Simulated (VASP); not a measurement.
# Si in VASP: a series of runs, part 3 of 3

VASP 6.6.1. Earlier steps stand in the parts before.

### 5 Work function, RPBE

Input file INCAR:

```
PREC = Accurate
ENCUT = 520
EDIFF = 1E-6
ISMEAR = -1
SIGMA = 0.05
LREAL = F
LASPH = T
NELM = 60
ALGO = Fast
ISIF = 2
LWAVE = F
LCHARG = T
LDIPOL = T
IDIPOL = 3
DIPOL = 0.5 0.5 0.500
GGA = RP
LELF = T
LVHAR = T
LVACPOTAV = T
```

Input file KPOINTS:

```
regular mesh
0
Gamma
  6 6 1
```

Input file POSCAR:

```
Si
1.0
    3.8402545022      0.0000000000      0.0000000000
   -1.9201272511      3.3257579559      0.0000000000
    0.0000000000      0.0000000000     25.1905526806
Si
8
Direct
    0.3333333333      0.6666666667      0.2977306649
    0.0000000000      0.0000000000      0.3288490242
    0.0000000000      0.0000000000      0.4222041019
    0.6666666667      0.3333333333      0.4533224611
    0.6666666667      0.3333333333      0.5466775389
    0.3333333333      0.6666666667      0.5777958981
    0.3333333333      0.6666666667      0.6711509758
    0.0000000000      0.0000000000      0.7022693351
```

Potentials or basis: VASP PAW PBE potentials, release 64 (Si).

The run is started by

```console
> cat potpaw_PBE.64/Si/POTCAR > POTCAR
> mpirun -np 1 vasp_std > vasp.out
```

OUTCAR:

```text
PREC = Accurate
   ENCUT = 520
   EDIFF = 1E-6
   ISMEAR = -1
   LREAL = F
   LASPH = T
   NELM = 60
   ISIF = 2
   GGA = RP

 ion  position               nearest neighbor table
   1  0.333  0.667  0.298-   2 2.35   2 2.35   2 2.35
   2  0.000  0.000  0.329-   3 2.35   1 2.35   1 2.35   1 2.35
   3  0.000  0.000  0.422-   4 2.35   2 2.35   4 2.35   4 2.35
   4  0.667  0.333  0.453-   3 2.35   3 2.35   3 2.35   5 2.35
   5  0.667  0.333  0.547-   6 2.35   6 2.35   6 2.35   4 2.35
   6  0.333  0.667  0.578-   5 2.35   5 2.35   7 2.35   5 2.35
   7  0.333  0.667  0.671-   6 2.35   8 2.35   8 2.35   8 2.35
   8  0.000  0.000  0.702-   7 2.35   7 2.35   7 2.35

  LATTYP: Found a hexagonal cell.
 ALAT       =     3.8402545022
 C/A-ratio  =     6.5596050122

  Lattice vectors:

 A1 = (   3.8402545022,   0.0000000000,   0.0000000000)
 A2 = (  -1.9201272511,   3.3257579559,   0.0000000000)
 A3 = (   0.0000000000,   0.0000000000,  25.1905526806)

Analysis of symmetry for initial positions (statically):
=====================================================================
 Subroutine PRICEL returns:
 Original cell was already a primitive cell.

 Routine SETGRP: Setting up the symmetry group for a
 hexagonal supercell.

 Subroutine GETGRP returns: Found 12 space group operations
 (whereof  6 operations were pure point group operations)
 out of a pool of 24 trial point group operations.

The static configuration has the point symmetry C_3v.
 The point group associated with its full space group is D_3d.

Analysis of symmetry for dynamics (positions and initial velocities):
=====================================================================
 Subroutine PRICEL returns:
 Original cell was already a primitive cell.

 Routine SETGRP: Setting up the symmetry group for a
 hexagonal supercell.

 Subroutine GETGRP returns: Found 12 space group operations
 (whereof  6 operations were pure point group operations)
 out of a pool of 24 trial point group operations.

The dynamic configuration has the point symmetry C_3v.
 The point group associated with its full space group is D_3d.

 Subroutine INISYM returns: Found 12 space group operations
 (whereof  6 operations are pure point group operations),
 and found     1 'primitive' translations

----------------------------------------------------------------------------------------

                                     Primitive cell

  volume of cell :     321.7276

  direct lattice vectors                    reciprocal lattice vectors
     3.840254502  0.000000000  0.000000000     0.260399408  0.150341668  0.000000000
    -1.920127251  3.325757956  0.000000000     0.000000000  0.300683337  0.000000000
     0.000000000  0.000000000 25.190552681     0.000000000  0.000000000  0.039697422

  length of vectors
     3.840254502  3.840254502 25.190552681     0.300683337  0.300683337  0.039697422

  position of ions in fractional coordinates (direct lattice)
     0.333333333  0.666666667  0.297730665
     0.000000000  0.000000000  0.328849024
     0.000000000  0.000000000  0.422204102
     0.666666667  0.333333333  0.453322461
     0.666666667  0.333333333  0.546677539
[... 49 lines left out ...]
  0.333333  0.333333  0.000000      2.000000
   k-points           NKPTS =      7   k-points in BZ     NKDIM =      7   number of bands    NBANDS=     21
   number of dos      NEDOS =    301   number of ions     NIONS =      8
   total plane-waves  NPLWV = 172800
   dimension x,y,z NGX =    30 NGY =   30 NGZ =  192
   dimension x,y,z NGXF=    60 NGYF=   60 NGZF=  384
   ions per type =               8
   NGX,Y,Z   is equivalent  to a cutoff of  12.99, 12.99, 12.67 a.u.
   NGXF,Y,Z  is equivalent  to a cutoff of  25.97, 25.97, 25.34 a.u.
 SYSTEM =  unknown system
   PREC   = accura    normal or accurate (medium, high low for compatibility)
   ISTART =      0    job   : 0-new  1-cont  2-samecut
   ICHARG =      2    charge: 1-file 2-atom 10-const
   ISPIN  =      1    spin polarized calculation?
   LNONCOLLINEAR =      F non collinear calculations
   LSORBIT =      F    spin-orbit coupling
   LASPH  =      T    aspherical Exc in radial PAW
   ENCUT  =  520.0 eV  38.22 Ry    6.18 a.u.   7.14  7.14 46.84*2*pi/ulx,y,z
   NELM   =     60;   NELMIN=  2; NELMDL= -5     # of ELM steps
   EDIFF  = 0.1E-05   stopping-criterion for ELM
   LREAL  =      F    real-space projection
   EDIFFG = 0.1E-04   stopping-criterion for IOM
   NSW    =      0    number of steps for IOM
   IBRION =     -1    ionic relax: 0-MD 1-quasi-New 2-CG
   NFREE  =      0    steps in history (QN), initial steepest desc. (CG)
   ISIF   =      2    stress and relaxation
   ISYM   =      2    0-nonsym 1-usesym 2-fastsym
   POTIM  = 0.5000    time-step for ionic-motion
   TEBEG  =    0.0;   TEEND  =   0.0 temperature during run
   PSTRESS=    0.0 pullay stress
   NELECT =      32.0000    total number of electrons
   NUPDOWN=      -1.0000    fix difference up-down
   EMIN   =  10.00;   EMAX   =-10.00  energy-range for DOS
   EFERMI =   0.00;   METHOD = LEGACY
   ISMEAR =    -1;   SIGMA  =   0.05  broadening in eV -4-tet -1-fermi 0-gaus
   EFERMI_NEDOS =   21; number of points for ismear=-14 and -15
   IALGO  =     68    algorithm
   IMIX   =      4    mixing-type and parameters
     AMIX     =   0.40;   BMIX     =  1.00
     AMIX_MAG =   1.60;   BMIX_MAG =  1.00
  volume/ion in A,a.u.               =      40.22       271.39
  Fermi-wavevector in a.u.,A,eV,Ry     =   0.758511  1.433378  7.827967  0.575339
  Thomas-Fermi vector in A             =   1.857098
   LORBIT       =      0    0 simple, 1 ext, 2 COOP (PROOUT), +10 PAW based schemes
   GGA     = RP    functional components
   LHFCALC =     F    Hartree Fock is set to
   AEXX    =    0.0000 exact exchange contribution
   IVDW    =     0    specifies the selected vdW correction
   LEPSILON=     F    determine dielectric tensor
   LRPA    =     F    only Hartree local field effects (RPA)
 non-spin polarized calculation
 RMM-DIIS sequential band-by-band and
  energy-cutoff  :      520.00
  volume of cell :      321.73
 maximum number of plane-waves:      8757
 NGX is ok and might be reduce to    30
   NGX = 15   NGY = 15   NGZ = 93

 dipolmoment           0.000000      0.000000      0.000000 electrons x Angstroem

 number of electron      32.0000002 magnetization

 dipolmoment           0.000000      0.000000     -0.000000 electrons x Angstroem

 Free energy of the ion-electron system (eV)
  ---------------------------------------------------
  ext. energy  EPLUGINS =         0.00000000
  ---------------------------------------------------
  free energy    TOTEN  =       -38.76167920 eV

  energy without entropy =      -38.70008082  energy(sigma->0) =      -38.73088001

 E-fermi :   0.5390     XC(G=0):  -5.2689

 val. band max:        0.5378535241   @ k =   0.3333   0.1667   0.0000
 cond. band min:       0.6237174311   @ k =   0.1667   0.1667   0.0000
 fundamental gap:      0.0858639070
 Fermi energy:         0.5390467887

 k-point     1 :       0.0000    0.0000    0.0000
  band No.  band energies     occupation
      1     -11.2941      2.00000
      2     -10.6968      2.00000
      3      -9.9097      2.00000
      4      -9.2992      2.00000
      5      -5.7670      2.00000
      6      -4.1307      2.00000
[... 157 lines left out ...]
     20       3.1756      0.00000
     21       4.1918      0.00000

------------------------ aborting loop because EDIFF is reached ----------------------------------------

  FORCE on cell =-STRESS in cart. coord.  units (eV):
  Direction    XX          YY          ZZ          XY          YZ          ZX
  --------------------------------------------------------------------------------------
  -------------------------------------------------------------------------------------
  Total        2.6621631      2.6621631      2.1775566      0.0000000      0.0000000      0.0000000
  in kB       13.2573552     13.2573552     10.8440548      0.0000000      0.0000000      0.0000000
  external PRESSURE =      12.4529217 kB  Pullay stress =       0.0000000 kB

 VOLUME and BASIS-vectors are now :
 -----------------------------------------------------------------------------
  energy-cutoff  :      520.00
  volume of cell :      321.73
      direct lattice vectors                 reciprocal lattice vectors
     3.840254502  0.000000000  0.000000000     0.260399408  0.150341668  0.000000000
    -1.920127251  3.325757956  0.000000000     0.000000000  0.300683337  0.000000000
     0.000000000  0.000000000 25.190552681     0.000000000  0.000000000  0.039697422

 POSITION                                       TOTAL-FORCE (eV/Angst)
 -----------------------------------------------------------------------------------
     -0.00000      2.21717      7.50000        -0.000000     -0.000000      0.428411
      0.00000      0.00000      8.28389        -0.000000      0.000000     -0.822360
      0.00000      0.00000     10.63555         0.000000      0.000000      0.232922
      1.92013      1.10859     11.41944         0.000000     -0.000000     -0.163964
      1.92013      1.10859     13.77111        -0.000000      0.000000      0.163964
     -0.00000      2.21717     14.55500         0.000000     -0.000000     -0.232922
     -0.00000      2.21717     16.90666         0.000000     -0.000000      0.822360
      0.00000      0.00000     17.69055         0.000000     -0.000000     -0.428411
 -----------------------------------------------------------------------------------
    total drift:                                0.000000     -0.000000     -0.000000

  FREE ENERGIE OF THE ION-ELECTRON SYSTEM (eV)
  ---------------------------------------------------
  free  energy   TOTEN  =       -38.7616791982 eV

  energy  without entropy=      -38.7000808177  energy(sigma->0) =      -38.73088001

 vacuum level on the upper side and lower side of the slab         5.282         5.282
```

It took 60 s on 1 thread of Intel Xeon 6975P-C (Granite Rapids), shared host; peak memory 0.38 GiB.

What came out:

```
Free energy                     : -38.7617 eV
Largest force                   : 0.822 eV/Å
Band gap on the k mesh          : none (metal or under the smearing width)
Work function of the upper face : 4.74 eV
Work function of the lower face : 4.74 eV
```

Forces on the atoms (eV/Å):
```
Si   0.000  0.000  0.428
Si   0.000  0.000 -0.822
Si   0.000  0.000  0.233
Si   0.000  0.000 -0.164
Si   0.000  0.000  0.164
Si   0.000  0.000 -0.233
Si   0.000  0.000  0.822
Si   0.000  0.000 -0.428
```

Caveat: the PAW data sets were made with another functional, which shifts forces and pressure a little.

### 6 Work function, revPBE

Edit INCAR of step 5 so:

```diff
@@ -15,3 +15,3 @@
 DIPOL = 0.5 0.5 0.500
-GGA = RP
+GGA = RE
 LELF = T
```

KPOINTS is that of step 5.

POSCAR is that of step 5.

Potentials or basis: VASP PAW PBE potentials, release 64 (Si).

The run is started by

```console
> cat potpaw_PBE.64/Si/POTCAR > POTCAR
> mpirun -np 1 vasp_std > vasp.out
```

OUTCAR:

```text
PREC = Accurate
   ENCUT = 520
   EDIFF = 1E-6
   ISMEAR = -1
   LREAL = F
   LASPH = T
   NELM = 60
   ISIF = 2
   GGA = RE

 ion  position               nearest neighbor table
   1  0.333  0.667  0.298-   2 2.35   2 2.35   2 2.35
   2  0.000  0.000  0.329-   3 2.35   1 2.35   1 2.35   1 2.35
   3  0.000  0.000  0.422-   4 2.35   2 2.35   4 2.35   4 2.35
   4  0.667  0.333  0.453-   3 2.35   3 2.35   3 2.35   5 2.35
   5  0.667  0.333  0.547-   6 2.35   6 2.35   6 2.35   4 2.35
   6  0.333  0.667  0.578-   5 2.35   5 2.35   7 2.35   5 2.35
   7  0.333  0.667  0.671-   6 2.35   8 2.35   8 2.35   8 2.35
   8  0.000  0.000  0.702-   7 2.35   7 2.35   7 2.35

  LATTYP: Found a hexagonal cell.
 ALAT       =     3.8402545022
 C/A-ratio  =     6.5596050122

  Lattice vectors:

 A1 = (   3.8402545022,   0.0000000000,   0.0000000000)
 A2 = (  -1.9201272511,   3.3257579559,   0.0000000000)
 A3 = (   0.0000000000,   0.0000000000,  25.1905526806)

Analysis of symmetry for initial positions (statically):
=====================================================================
 Subroutine PRICEL returns:
 Original cell was already a primitive cell.

 Routine SETGRP: Setting up the symmetry group for a
 hexagonal supercell.

 Subroutine GETGRP returns: Found 12 space group operations
 (whereof  6 operations were pure point group operations)
 out of a pool of 24 trial point group operations.

The static configuration has the point symmetry C_3v.
 The point group associated with its full space group is D_3d.

Analysis of symmetry for dynamics (positions and initial velocities):
=====================================================================
 Subroutine PRICEL returns:
 Original cell was already a primitive cell.

 Routine SETGRP: Setting up the symmetry group for a
 hexagonal supercell.

 Subroutine GETGRP returns: Found 12 space group operations
[... 127 lines left out ...]
   LEPSILON=     F    determine dielectric tensor
   LRPA    =     F    only Hartree local field effects (RPA)
 non-spin polarized calculation
 RMM-DIIS sequential band-by-band and
  energy-cutoff  :      520.00
  volume of cell :      321.73
 maximum number of plane-waves:      8757
 NGX is ok and might be reduce to    30
   NGX = 15   NGY = 15   NGZ = 93

 dipolmoment           0.000000      0.000000     -0.000000 electrons x Angstroem

 number of electron      32.0000002 magnetization

 dipolmoment           0.000000      0.000000      0.000000 electrons x Angstroem

 Free energy of the ion-electron system (eV)
  ---------------------------------------------------
  ext. energy  EPLUGINS =         0.00000000
  ---------------------------------------------------
  free energy    TOTEN  =       -39.17459799 eV

  energy without entropy =      -39.11311247  energy(sigma->0) =      -39.14385523

 E-fermi :   0.5314     XC(G=0):  -5.2734

 val. band max:        0.5295295572   @ k =   0.3333   0.1667   0.0000
 cond. band min:       0.6168856914   @ k =   0.1667   0.1667   0.0000
 fundamental gap:      0.0873561341
 Fermi energy:         0.5313694011

 k-point     1 :       0.0000    0.0000    0.0000
  band No.  band energies     occupation
      1     -11.3037      2.00000
      2     -10.7065      2.00000
      3      -9.9197      2.00000
      4      -9.3084      2.00000
      5      -5.7777      2.00000
      6      -4.1409      2.00000
[... 157 lines left out ...]
     20       3.1613      0.00000
     21       4.1777      0.00000

------------------------ aborting loop because EDIFF is reached ----------------------------------------

  FORCE on cell =-STRESS in cart. coord.  units (eV):
  Direction    XX          YY          ZZ          XY          YZ          ZX
  --------------------------------------------------------------------------------------
  -------------------------------------------------------------------------------------
  Total        2.2928408      2.2928408      1.9002630     -0.0000000      0.0000000      0.0000000
  in kB       11.4181604     11.4181604      9.4631552     -0.0000000      0.0000000      0.0000000
  external PRESSURE =      10.7664920 kB  Pullay stress =       0.0000000 kB

 VOLUME and BASIS-vectors are now :
 -----------------------------------------------------------------------------
  energy-cutoff  :      520.00
  volume of cell :      321.73
      direct lattice vectors                 reciprocal lattice vectors
     3.840254502  0.000000000  0.000000000     0.260399408  0.150341668  0.000000000
    -1.920127251  3.325757956  0.000000000     0.000000000  0.300683337  0.000000000
     0.000000000  0.000000000 25.190552681     0.000000000  0.000000000  0.039697422

 POSITION                                       TOTAL-FORCE (eV/Angst)
 -----------------------------------------------------------------------------------
     -0.00000      2.21717      7.50000        -0.000000      0.000000      0.448128
      0.00000      0.00000      8.28389         0.000000      0.000000     -0.813730
      0.00000      0.00000     10.63555         0.000000     -0.000000      0.232774
      1.92013      1.10859     11.41944        -0.000000     -0.000000     -0.162921
      1.92013      1.10859     13.77111         0.000000      0.000000      0.162921
     -0.00000      2.21717     14.55500        -0.000000      0.000000     -0.232774
     -0.00000      2.21717     16.90666        -0.000000     -0.000000      0.813730
      0.00000      0.00000     17.69055         0.000000     -0.000000     -0.448128
 -----------------------------------------------------------------------------------
    total drift:                                0.000000     -0.000000     -0.000000

  FREE ENERGIE OF THE ION-ELECTRON SYSTEM (eV)
  ---------------------------------------------------
  free  energy   TOTEN  =       -39.1745979864 eV

  energy  without entropy=      -39.1131124693  energy(sigma->0) =      -39.14385523

 vacuum level on the upper side and lower side of the slab         5.268         5.268
```

Wall time 58 s (1 thread of Intel Xeon 6975P-C (Granite Rapids), shared host); peak memory 0.39 GiB.

What came out:

* Free energy: -39.1746 eV
* Largest force: 0.814 eV/Å
* Band gap on the k mesh: none (metal or under the smearing width)
* Work function of the upper face: 4.74 eV
* Work function of the lower face: 4.74 eV

Forces in eV/Å, atoms in the order of the input:
```
Si   0.000  0.000  0.448
Si   0.000  0.000 -0.814
Si   0.000  0.000  0.233
Si   0.000  0.000 -0.163
Si   0.000  0.000  0.163
Si   0.000  0.000 -0.233
Si   0.000  0.000  0.814
Si   0.000  0.000 -0.448
```

Levels at points of the mesh, in eV from the Fermi level:
```tsv
k point	band 14	band 15	band 16	band 17	band 18	band 19
(0.00, 0.00, 0.00)	-0.24	-0.07	-0.07	0.72	1.65	2.06
(0.50, 0.00, 0.00)	-1.68	-1.34	-0.46	0.10	0.91	1.39
```

Caveat: the PAW data sets were made with another functional, which shifts forces and pressure a little.

### 7 Overview

| level | potentials or basis | gap on the mesh (eV) | largest force (eV/Å) | work function (eV) |
| --- | --- | --- | --- | --- |
| LDA | VASP PAW LDA potentials, release 64 (Si) | none | 0.72 | 5.01 |
| PBE | VASP PAW PBE potentials, release 64 (Si) | none | 0.79 | 4.82 |
| PBEsol | VASP PAW PBE potentials, release 64 (Si) | none | 0.73 | 4.85 |
| RPBE | VASP PAW PBE potentials, release 64 (Si) | none | 0.82 | 4.74 |
| revPBE | VASP PAW PBE potentials, release 64 (Si) | none | 0.81 | 4.74 |

Alike in all rows: task work function; no spin polarisation; cell as given; k mesh 6 × 6 × 1; cutoff (eV) 520; smearing fermi-dirac 0.05 eV.

Caveats: the PAW data sets were made with another functional, which shifts forces and pressure a little (some runs).

Total energies depend on the potentials used, so only differences within one code and one set of settings carry meaning.
